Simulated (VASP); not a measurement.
Consider the following.

```yaml
crystal:
  lattice:
    - [3.49189, 0.00000, 0.00000]
    - [-1.74594, 3.02407, 0.00000]
    - [0.00000, 0.00000, 4.18881]
  atoms:
    - { symbol: Mg, position: [0.66667, 0.33333, 0.75000] }
    - { symbol: Mg, position: [0.33333, 0.66667, 0.25000] }
    - { symbol: O, position: [0.66667, 0.33333, 0.25000] }
    - { symbol: O, position: [0.33333, 0.66667, 0.75000] }
```

Level of theory: PBEsol GGA, VASP's PBE PAW potentials (set 64) (plane waves; VASP). Settings: 520 eV cut-off, Gaussian smearing of 0.050 eV, potentials Mg O.

**Question.** Predict the band gap (along the path) with the smallest direct gap where there is one.

**Answer.** 
| Quantity | Value |
|---|---|
| band gap (along the path) | 3.28 eV |
| smallest direct gap (along the path) | 3.28 eV |

The structure comes from a computed database's MgO entry (P6_3/mmc); how it stands against other phases isn't given here. It was relaxed first.
